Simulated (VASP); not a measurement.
OSZICAR of a VASP run on SnO (relaxed from the CsCl type structure, space group Pm-3m):

File OSZICAR:
```
       N       E                     dE             d eps       ncg     rms          rms(c)
DAV:   1     0.158062419201E+03    0.15806E+03   -0.12001E+04  2398   0.248E+03
DAV:   2     0.253194754784E+01   -0.15553E+03   -0.15076E+03  2538   0.482E+02
DAV:   3    -0.119140862154E+02   -0.14446E+02   -0.14227E+02  2772   0.124E+02
DAV:   4    -0.122395613105E+02   -0.32548E+00   -0.32528E+00  2592   0.199E+01
DAV:   5    -0.122481395631E+02   -0.85783E-02   -0.85781E-02  3080   0.325E+00    0.724E+00
DAV:   6    -0.108822859374E+02    0.13659E+01   -0.10489E+01  3110   0.482E+01    0.460E+00
DAV:   7    -0.106645255042E+02    0.21776E+00   -0.14634E+00  2708   0.847E+00    0.130E+00
DAV:   8    -0.106373679417E+02    0.27158E-01   -0.15465E-01  2522   0.369E+00    0.270E-01
DAV:   9    -0.106367010441E+02    0.66690E-03   -0.59117E-03  2652   0.700E-01    0.782E-02
DAV:  10    -0.106367029534E+02   -0.19093E-05   -0.54592E-04  2874   0.439E-01    0.241E-02
DAV:  11    -0.106366957293E+02    0.72241E-05   -0.16938E-04  2914   0.234E-01    0.237E-02
DAV:  12    -0.106366841772E+02    0.11552E-04   -0.30768E-05  3002   0.865E-02    0.354E-03
DAV:  13    -0.106366843815E+02   -0.20435E-06   -0.26341E-06  2034   0.170E-02
   1 F= -.97238656E+01 E0= -.97238492E+01  d E =-.972387E+01
       N       E                     dE             d eps       ncg     rms          rms(c)
DAV:   1    -0.115206958569E+02   -0.88401E+00   -0.18295E+01  2838   0.733E+01    0.632E+00
DAV:   2    -0.107571059642E+02    0.76359E+00   -0.26094E+00  2598   0.223E+01    0.221E+00
DAV:   3    -0.106228645398E+02    0.13424E+00   -0.39278E-01  3372   0.127E+01    0.114E+00
DAV:   4    -0.105881214159E+02    0.34743E-01   -0.96021E-02  3170   0.562E+00    0.187E-01
DAV:   5    -0.105857101382E+02    0.24113E-02   -0.79205E-03  2610   0.114E+00    0.862E-02
DAV:   6    -0.105855968947E+02    0.11324E-03   -0.77127E-04  3444   0.303E-01    0.358E-02
DAV:   7    -0.105855701124E+02    0.26782E-04   -0.61129E-05  2594   0.982E-02    0.747E-03
DAV:   8    -0.105855705655E+02   -0.45300E-06   -0.25080E-06  2638   0.198E-02
   2 F= -.97331201E+01 E0= -.97330498E+01  d E =-.925455E-02
       N       E                     dE             d eps       ncg     rms          rms(c)
DAV:   1    -0.107747454507E+02   -0.18918E+00   -0.33112E+00  2844   0.352E+01    0.255E+00
DAV:   2    -0.106500907734E+02    0.12465E+00   -0.43858E-01  2550   0.862E+00    0.912E-01
DAV:   3    -0.106268680407E+02    0.23223E-01   -0.70301E-02  3370   0.439E+00    0.490E-01
DAV:   4    -0.106202341128E+02    0.66339E-02   -0.19347E-02  3152   0.239E+00    0.590E-02
DAV:   5    -0.106198457028E+02    0.38841E-03   -0.10396E-03  2770   0.440E-01    0.293E-02
DAV:   6    -0.106197791457E+02    0.66557E-04   -0.64594E-05  3248   0.890E-02    0.163E-02
DAV:   7    -0.106197618113E+02    0.17334E-04   -0.16609E-05  2464   0.540E-02    0.274E-03
DAV:   8    -0.106197617714E+02    0.39840E-07   -0.57506E-07  1290   0.138E-02
   3 F= -.97428361E+01 E0= -.97427380E+01  d E =-.189705E-01
```

Which electronic solver shows in the log?

It is blocked Davidson (ALGO = Normal, or the opening steps of other solvers). The INCAR had ALGO = Normal.

Can the final energy be trusted as converged?

Self-consistency was reached. It stopped with EDIFF = 1E-6, NELM = 100, NSW = 40 and EDIFFG = -0.02 after 3 ionic steps (PBEsol GGA, plane waves, VASP's PBE PAW potentials (set 64)). Energy and stress use the plane-wave basis of the starting cell.

The structure was generated: SnO was put into the CsCl type type (Pm-3m), which need not be its known phase. This run relaxes it under an external pressure of 5 GPa. Symmetry was kept, so distortions that lower it aren't found.
